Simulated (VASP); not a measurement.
Output of a VASP run:

### OUTCAR
```
 ion  position               nearest neighbor table
   1  0.844  0.844  0.844-   9 1.94   8 1.94   7 1.94  10 2.00   5 2.00   6 2.00   4 2.58   3 2.82
                             3 2.82   3 2.82
   2  0.344  0.344  0.344-  10 1.94   6 1.94   5 1.94   9 2.00   7 2.00   8 2.00   3 2.58   4 2.82
                             4 2.82   4 2.82
   3  0.156  0.156  0.156-   6 1.94  10 1.94   5 1.94   8 2.00   7 2.00   9 2.00   2 2.58   1 2.82
                             1 2.82   1 2.82
   4  0.656  0.656  0.656-   8 1.94   9 1.94   7 1.94   6 2.00   5 2.00  10 2.00   1 2.58   2 2.82
                             2 2.82   2 2.82
   5  0.435  0.065  0.750-   2 1.94   3 1.94   1 2.00   4 2.00
   6  0.065  0.750  0.435-   3 1.94   2 1.94   4 2.00   1 2.00
   7  0.565  0.935  0.250-   1 1.94   4 1.94   3 2.00   2 2.00
   8  0.250  0.565  0.935-   4 1.94   1 1.94   3 2.00   2 2.00
   9  0.935  0.250  0.565-   1 1.94   4 1.94   2 2.00   3 2.00
  10  0.750  0.435  0.065-   2 1.94   3 1.94   1 2.00   4 2.00
  LATTYP: Found a trigonal (rhomboedric) cell.
 ALAT       =     5.3592529638
 COS(alpha) =     0.5899150247
 Subroutine PRICEL returns:
 Original cell was already a primitive cell.
 Subroutine GETGRP returns: Found 12 space group operations
The static configuration has the point symmetry S_6 .
 The point group associated with its full space group is D_3d.
The dynamic configuration has the point symmetry S_6 .
The overall configuration has the point symmetry S_6 .
 Subroutine INISYM returns: Found 12 space group operations
 Subroutine IBZKPT returns following result:
 Found     32 irreducible k-points:

 Following reciprocal coordinates:
            Coordinates               Weight
  0.000000  0.000000  0.000000      1.000000
  0.166667  0.000000  0.000000      6.000000
  0.333333  0.000000  0.000000      6.000000
  0.500000  0.000000  0.000000      3.000000
  0.166667  0.166667  0.000000      6.000000
  0.333333  0.166667  0.000000     12.000000
  0.500000  0.166667  0.000000     12.000000
 -0.333333  0.166667  0.000000     12.000000
 -0.166667  0.166667  0.000000      6.000000
  0.333333  0.333333  0.000000      6.000000
  0.500000  0.333333  0.000000     12.000000
 -0.333333  0.333333  0.000000      6.000000
  0.500000  0.500000  0.000000      3.000000
  0.166667  0.166667  0.166667      2.000000
  0.333333  0.166667  0.166667      6.000000
  0.500000  0.166667  0.166667      6.000000
 -0.333333  0.166667  0.166667      6.000000
 -0.166667  0.166667  0.166667      6.000000
  0.333333  0.333333  0.166667      6.000000
  0.500000  0.333333  0.166667     12.000000
 -0.333333  0.333333  0.166667     12.000000
 -0.166667  0.333333  0.166667     12.000000
  0.500000  0.500000  0.166667      6.000000
 -0.333333  0.500000  0.166667     12.000000
 -0.166667  0.500000  0.166667      6.000000
 -0.333333 -0.333333  0.166667      6.000000
  0.333333  0.333333  0.333333      2.000000
  0.500000  0.333333  0.333333      6.000000
 -0.333333  0.333333  0.333333      6.000000
  0.500000  0.500000  0.333333      6.000000
 -0.333333  0.500000  0.333333      6.000000
  0.500000  0.500000  0.500000      1.000000
   k-points           NKPTS =     32   k-points in BZ     NKDIM =     32   number of bands    NBANDS=     50
   number of dos      NEDOS =    601   number of ions     NIONS =     10
   total plane-waves  NPLWV =  64000
   dimension x,y,z NGX =    40 NGY =   40 NGZ =   40
   dimension x,y,z NGXF=    80 NGYF=   80 NGZF=   80
   ions per type =               4   6
   PREC   = accura    normal or accurate (medium, high low for compatibility)
   ISTART =      0    job   : 0-new  1-cont  2-samecut
   ICHARG =      2    charge: 1-file 2-atom 10-const
   ISPIN  =      2    spin polarized calculation?
   LNONCOLLINEAR =      F non collinear calculations
   LSORBIT =      F    spin-orbit coupling
   INIWAV =      1    electr: 0-lowe 1-rand  2-diag
   ENCUT  =  520.0 eV  38.22 Ry    6.18 a.u.   9.96  9.96  9.96*2*pi/ulx,y,z
   NELM   =    100;   NELMIN=  2; NELMDL= -5     # of ELM steps
   EDIFF  = 0.1E-06   stopping-criterion for ELM
   LREAL  =      F    real-space projection
...
```

### OSZICAR
```
       N       E                     dE             d eps       ncg     rms          rms(c)
DAV:   1     0.121012583228E+04    0.12101E+04   -0.46838E+04  6568   0.197E+03
DAV:   2     0.776276879692E+02   -0.11325E+04   -0.10932E+04  6466   0.589E+02
DAV:   3    -0.100682043258E+03   -0.17831E+03   -0.17481E+03  8196   0.209E+02
DAV:   4    -0.109443232572E+03   -0.87612E+01   -0.84706E+01  7648   0.432E+01
DAV:   5    -0.109733372621E+03   -0.29014E+00   -0.28926E+00  7984   0.748E+00    0.469E+01
DAV:   6    -0.949456770507E+02    0.14788E+02   -0.19178E+02  8204   0.859E+01    0.270E+01
DAV:   7    -0.924238935384E+02    0.25218E+01   -0.41375E+01  8586   0.488E+01    0.169E+01
DAV:   8    -0.923656299971E+02    0.58264E-01   -0.22442E+00  7720   0.910E+00    0.835E+00
DAV:   9    -0.923331488901E+02    0.32481E-01   -0.11879E+00  8712   0.661E+00    0.242E+00
DAV:  10    -0.922985227161E+02    0.34626E-01   -0.27313E-01  7844   0.453E+00    0.561E-01
DAV:  11    -0.923002554713E+02   -0.17328E-02   -0.23777E-02  8748   0.898E-01    0.282E-01
DAV:  12    -0.923003447394E+02   -0.89268E-04   -0.96176E-04  7774   0.187E-01    0.136E-01
DAV:  13    -0.923003492918E+02   -0.45524E-05   -0.68179E-04  7714   0.135E-01    0.825E-02
DAV:  14    -0.923003262933E+02    0.22998E-04   -0.16877E-04  8548   0.102E-01    0.318E-02
DAV:  15    -0.923003269204E+02   -0.62710E-06   -0.26078E-05  7540   0.259E-02    0.749E-03
DAV:  16    -0.923003274772E+02   -0.55679E-06   -0.19283E-06  7860   0.775E-03    0.286E-03
DAV:  17    -0.923003276203E+02   -0.14311E-06   -0.55868E-07  6392   0.485E-03    0.221E-03
DAV:  18    -0.923003276306E+02   -0.10305E-07   -0.81509E-08  3570   0.229E-03
   1 F= -.92300328E+02 E0= -.92300328E+02  d E =0.000000E+00  mag=     0.0000
```

**OUTCAR**
```
------------------------ aborting loop because EDIFF is reached ----------------------------------------
  FORCE on cell =-STRESS in cart. coord.  units (eV):
  Direction    XX          YY          ZZ          XY          YZ          ZX
  --------------------------------------------------------------------------------------
  Total        0.1745931     -0.0090164      0.0093270      0.0000000      0.0000000      0.0580347
  in kB        3.0015088     -0.1550058      0.1603447      0.0000000      0.0000000      0.9977016
  external PRESSURE =       1.0022826 kB  Pullay stress =       0.0000000 kB
  volume of cell :       93.20
      direct lattice vectors                 reciprocal lattice vectors
     4.778156179 -2.426756424  0.040854866     0.105424663 -0.206036335 -0.091433483
     4.778156179  2.426756424  0.040854866     0.105424663  0.206036335 -0.091433483
     3.511373675  0.000000000  4.048685170    -0.002127659  0.000000000  0.248839058
 POSITION                                       TOTAL-FORCE (eV/Angst)
 -----------------------------------------------------------------------------------
     11.03012      0.00000      3.48637        -0.010454      0.000000     -0.003304
      4.49627      0.00000      1.42117        -0.010454      0.000000     -0.003304
      2.03757      0.00000      0.64403         0.010454      0.000000      0.003304
      8.57141      0.00000      2.70923         0.010454      0.000000      0.003304
      5.02261     -0.89990      3.05694         0.000000      0.015634      0.000000
      5.42112      1.66333      1.79613         0.004080     -0.007817     -0.012910
      8.04508      0.89990      1.07345         0.000000     -0.015634      0.000000
      7.17681      0.76343      3.82047         0.004080      0.007817     -0.012910
      7.64656     -1.66333      2.33427        -0.004080      0.007817      0.012910
      5.89088     -0.76343      0.30993        -0.004080     -0.007817      0.012910
 -----------------------------------------------------------------------------------
    total drift:                               -0.000000      0.000000      0.000000
  FREE ENERGIE OF THE ION-ELECTRON SYSTEM (eV)
  ---------------------------------------------------
  free  energy   TOTEN  =       -92.3003276306 eV

  energy  without entropy=      -92.3003276306  energy(sigma->0) =      -92.30032763

 total charge

# of ion       s       p       d       tot
------------------------------------------
    1        0.307   6.385   4.154  10.846
    2        0.307   6.385   4.154  10.846
    3        0.307   6.385   4.154  10.846
    4        0.307   6.385   4.154  10.846
    5        1.553   3.491   0.000   5.044
    6        1.553   3.491   0.000   5.044
    7        1.553   3.491   0.000   5.044
    8        1.553   3.491   0.000   5.044
    9        1.553   3.491   0.000   5.044
   10        1.553   3.491   0.000   5.044
--------------------------------------------------
tot         10.544  46.484  16.617  73.645

 magnetization (x)

# of ion       s       p       d       tot
------------------------------------------
    1       -0.012  -0.026  -2.489  -2.527
    2       -0.012  -0.026  -2.489  -2.527
    3        0.012   0.026   2.489   2.527
    4        0.012   0.026   2.489   2.527
    5        0.000   0.000   0.000   0.000
    6        0.000   0.000   0.000   0.000
    7        0.000   0.000   0.000   0.000
    8        0.000   0.000   0.000   0.000
    9        0.000   0.000   0.000   0.000
   10        0.000   0.000   0.000   0.000
--------------------------------------------------
tot          0.000   0.000  -0.000  -0.000

 Electric field gradients after diagonalization (V/A^2)
 (convention: |V_zz| > |V_xx| > |V_yy|)
----------------------------------------------------------------------
 ion       V_xx      V_yy      V_zz     asymmetry (V_yy - V_xx)/ V_zz
...
```
(Selected blocks of OUTCAR.)

### POSCAR
```
Cr2O3
1
    4.7781561789    -2.4267564237     0.0408548662
    4.7781561789     2.4267564237     0.0408548662
    3.5113736749    -0.0000000000     4.0486851704
Cr O
4 6
Direct
  0.8440756830   0.8440756830   0.8440756830
  0.3440756830   0.3440756830   0.3440756830
  0.1559243170   0.1559243170   0.1559243170
  0.6559243170   0.6559243170   0.6559243170
  0.4354120651   0.0645879349   0.7500000000
  0.0645879349   0.7500000000   0.4354120651
  0.5645879349   0.9354120651   0.2500000000
  0.2500000000   0.5645879349   0.9354120651
  0.9354120651   0.2500000000   0.5645879349
  0.7500000000   0.4354120651   0.0645879349
```

Q: Write an INCAR and KPOINTS that could have produced this output.

A: One answer among several that fit: the input of the run itself, PBEsol GGA, plane waves, VASP's PBE PAW potentials (set 64).

### INCAR
```
SYSTEM = Cr2O3
PREC = Accurate
ENCUT = 520
EDIFF = 1E-7
NELM = 100
ALGO = Normal
LREAL = .FALSE.
LASPH = .TRUE.
ISMEAR = -5
GGA = PS
LMAXMIX = 4
ISPIN = 2
MAGMOM = -2.5 -2.5 2.5 2.5 0.0 0.0 0.0 0.0 0.0 0.0
LORBIT = 11
LWAVE = .FALSE.
LCHARG = .TRUE.
NEDOS = 601
ISIF = 2
LEFG = .TRUE.
```

KPOINTS:
```
Automatic mesh
0
Gamma
6 6 6
0 0 0
```

POTCAR, in this order: Cr_pv O (PBE.64 set). Program: vasp_std.

The compound is Cr2O3 in the corundum structure. It was relaxed first.
